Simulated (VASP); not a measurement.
All values below come from PBE GGA, VASP's PBE PAW potentials (set 64) (plane waves; VASP).

VASP input:

**INCAR**
```
! general
SYSTEM  = KI
PREC    = Normal
ENCUT   = 400
LREAL   = .False.
LASPH   = .True.

! electronic loop
EDIFF   = 1E-5
NELM    = 100
NELMIN  = 4
ALGO    = Fast
LMAXMIX = 4

! smearing
ISMEAR  = 0
SIGMA   = 0.05

! functional
GGA     = PE

! ions
IBRION  = 2
NSW     = 20
ISIF    = 2
EDIFFG  = -0.03

! output
LWAVE   = .False.
LCHARG  = .False.
```

### POSCAR
```
KI
1.0
  0.0000000000   3.5940898727   3.5940898727
  3.5940898727   0.0000000000   3.5940898727
  3.5940898727   3.5940898727   0.0000000000
K I
1 1
Cartesian
  0.0000000000   0.0000000000   0.0000000000
  3.5940898727   3.5940898727   3.5940898727
```

### KPOINTS
```
K-points
0
gamma
  7 7 7
0 0 0
```

POTCAR, in this order: K_sv I (PBE.64 set). Program: vasp_std.

Q: What will the output report for the number of irreducible k-points (NKPTS), largest plane-wave count, number of space-group operations, FFT grid (NGX, NGY, NGZ)?

A: 
The number of irreducible k-points (NKPTS) is 20, the largest plane-wave count is 1716 and the number of space-group operations is 48. The FFT grid (NGX, NGY, NGZ) comes out as 28 × 28 × 28.

The compound is KI in the rock salt structure. It was relaxed first, which changed the volume by +5 %.
